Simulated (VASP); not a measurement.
An input for Quantum ESPRESSO's pw.x (written as the equivalent of a VASP run, and not itself run):

```
&CONTROL
  calculation = 'scf'
  pseudo_dir = './pseudo'
  outdir = './out'
  tprnfor = .true.
  tstress = .true.
/
&SYSTEM
  ibrav = 0
  nat = 1
  ntyp = 1
  ecutwfc = 62.5
  occupations = 'smearing'
  smearing = 'methfessel-paxton'
  degauss = 0.00735
  input_dft = 'pbe'
  vdw_corr = 'grimme-d3'
  dftd3_version = 3
  dftd3_threebody = .false.
/
&ELECTRONS
  conv_thr = 7.3e-09
  electron_maxstep = 100
/
ATOMIC_SPECIES
  Pb 207.200 Pb.upf
CELL_PARAMETERS angstrom
     0.0000000    2.5343542    2.5343542
     2.5343542    0.0000000    2.5343542
     2.5343542    2.5343542    0.0000000
ATOMIC_POSITIONS crystal
  Pb   0.0000000  0.0000000  0.0000000
K_POINTS automatic
  13 13 13 0 0 0
```

Q: Translate this input to VASP (INCAR, KPOINTS, POSCAR, choice of POTCAR).

A: This is not unique; one that fits is 
### POSCAR
```
Pb
1
    0.0000000000     2.5343542148     2.5343542148
    2.5343542148     0.0000000000     2.5343542148
    2.5343542148     2.5343542148     0.0000000000
Pb
1
Direct
  0.0000000000   0.0000000000   0.0000000000
```

**INCAR**
```
! general
SYSTEM   =  Pb
PREC     =  Accurate
ENCUT    =  520   ! plane-wave cut-off (eV)
LREAL    =  .FALSE.
LASPH    =  .TRUE.

! electronic loop
EDIFF    =  1E-7   ! SCF stop (eV)
NELM     =  100
ALGO     =  Normal
LMAXMIX  =  4   ! l cut-off of mixed one-centre charges

! smearing
ISMEAR   =  1
SIGMA    =  0.1   ! width (eV)

! functional
GGA      =  PE   ! PBE
IVDW     =  11   ! D3, zero damping

! ions
ISIF     =  2   ! forces and stress, cell fixed

! output
LWAVE    =  .FALSE.
LCHARG   =  .FALSE.
```

File KPOINTS:
```
Automatic
0
gamma
 13 13 13
0 0 0
```

POTCAR, in this order: Pb_d (PBE.64 set). Program: vasp_std.

What does not carry over: the potentials are each code's own (VASP's PAW set, PseudoDojo norm-conserving files in pw.x), so ENCUT and ecutwfc are chosen apart and not converted; conv_thr bounds pw.x's estimated SCF error, while EDIFF bounds the energy change between steps.

The compound is Pb in the fcc structure. This cell is one point of a volume scan, at 1.06 of the reference volume.
